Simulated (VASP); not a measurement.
Input:

```xyz
1
Lattice="-1.6195 1.6357 1.6357 1.6195 -1.6033 1.6033 1.6195 1.6033 -1.6033" Properties=species:S:1:pos:R:3 pbc="T T T"
Au     0.0000     0.0000     0.0000
```

Computed with PBEsol GGA, VASP's PBE PAW potentials (set 64) (plane waves; VASP). Numerical set-up: 480 eV cut-off, 14×14×14 Γ-centred mesh, first-order Methfessel-Paxton smearing of 0.10 eV, potentials Au.

Q: Give the stress tensor in GPa (positive for a compressed cell).

A: 
```
 0.20   0.00   0.00
 0.00   0.12  -1.74
 0.00  -1.74   0.12
```
The pressure is its mean diagonal, 0.15 GPa.

The structure was generated: Au was put into the bcc type (Im-3m), which need not be its known phase. This cell was strained or had an atom moved on purpose.
